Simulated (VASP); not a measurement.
Level of theory: PBEsol GGA, VASP's PBE PAW potentials (set 64) (plane waves; VASP 6.6.1).

VASP ran on this input.

File POSCAR:
```
CdBr2
1
    1.9750000000     1.1402670000     6.2233330000
   -1.9750000000     1.1402670000     6.2233330000
    0.0000000000    -2.2805340000     6.2233330000
Cd Br
1 2
Direct
  0.0000000000   0.0000000000   0.0000000000
  0.2500000000   0.2500000000   0.2500000000
  0.7500000000   0.7500000000   0.7500000000
```

### KPOINTS
```
Automatic mesh
0
Gamma
 3 3 3
```

INCAR:
```
SYSTEM = CdBr2
PREC = Accurate
ENCUT = 300
EDIFF = 1E-6
NELM = 100
ALGO = Normal
LREAL = .FALSE.
LASPH = .TRUE.
ISMEAR = -1
SIGMA = 0.136
GGA = PS
LMAXMIX = 4
LWAVE = .FALSE.
LCHARG = .FALSE.
ISIF = 2
```

POTCAR, in this order: Cd Br (PBE.64 set). Program: vasp_std.

At this cut-off the stress carries a Pulay error, which pulls relaxed volumes low.

### Question
Estimate the energy per atom (σ→0), pressure.

### Answer

```
Property                                Value
---------------------  ----------------------
energy per atom (σ→0)  -236.2 kJ/mol of atoms
pressure                             1.38 GPa
```

OSZICAR:
```
...
DAV:   7    -0.734794029442E+01    0.34978E-01   -0.34046E-01   228   0.422E+00    0.251E+00
DAV:   8    -0.734506907608E+01    0.28712E-02   -0.58602E-02   220   0.290E+00    0.352E-01
DAV:   9    -0.734440988254E+01    0.65919E-03   -0.50075E-03   228   0.945E-01    0.150E-01
DAV:  10    -0.734443493660E+01   -0.25054E-04   -0.41735E-04   246   0.170E-01    0.702E-02
DAV:  11    -0.734444336173E+01   -0.84251E-05   -0.10510E-05   246   0.228E-02    0.179E-02
DAV:  12    -0.734444606508E+01   -0.27033E-05   -0.30842E-06   244   0.143E-02    0.366E-03
DAV:  13    -0.734444610548E+01   -0.40398E-07   -0.18687E-07   138   0.338E-03
   1 F= -.73444461E+01 E0= -.73444274E+01  d E =-.373737E-04
```

The structure comes from a measured CdBr2 entry of the Crystallography Open Database, whose conditions weren't checked. The cell was not relaxed at this level. The k-mesh is coarse (spacing up to 0.62 per Å, 2π included), so the numbers may not be converged in it. The run is one of a series of settings (KPOINTS 3×3×3 Γ-centred mesh against the base run), some of them coarse on purpose.
